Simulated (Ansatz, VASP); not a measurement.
**ZrAl5N6: VASP beside Ansatz**

```
Zr Al N
1.0
     2.91468    0.00000    0.00000
    -1.45734    2.52419    0.00000
     0.00000    0.00000   15.55293
Zr Al N
1 5 6
Direct
  0.33333 0.66667 0.50000
  0.33333 0.66667 0.83691
  0.33333 0.66667 0.16309
  0.66667 0.33333 0.00000
  0.66667 0.33333 0.32610
  0.66667 0.33333 0.67390
  0.00000 0.00000 0.75471
  0.00000 0.00000 0.08187
  0.00000 0.00000 0.40553
  0.00000 0.00000 0.91813
  0.00000 0.00000 0.24529
  0.00000 0.00000 0.59447
```

Alike in both runs: functional PBE; k mesh 6 × 6 × 1; occupations gaussian, width 0.1 eV; no spin polarisation.

Ansatz relaxed the structure, and its values are those at the end. VASP's run is a single point on that final structure, the one shown.

```csv
,VASP,Ansatz
version,VASP 6.6.1,Ansatz 0.2.0
potentials or method,"VASP PAW PBE potentials, release 64 (Zr_sv, Al, N)","scalar-relativistic, plane waves, PAW"
plane-wave cutoff (eV),520,420
valence electrons in the cell,57,57
```

VASP gave:

```
gap on the k mesh at the Fermi level (eV) : none
pressure (GPa)                            : -0.1
rms of the force components (eV/Å)        : 0.008
```

Question: What did Ansatz give for the same quantities?

Answer: gap on the k mesh at the Fermi level (eV): none; pressure (GPa): 0.0; rms of the force components (eV/Å): 0.003.

A gap of «none» marks a metal or a gap that the smearing closes. With one functional, cell and mesh, what is left measures potentials, basis and numerics.

Caveats: the k mesh is coarse (spacing up to 0.41 Å⁻¹), so the values aren't converged.
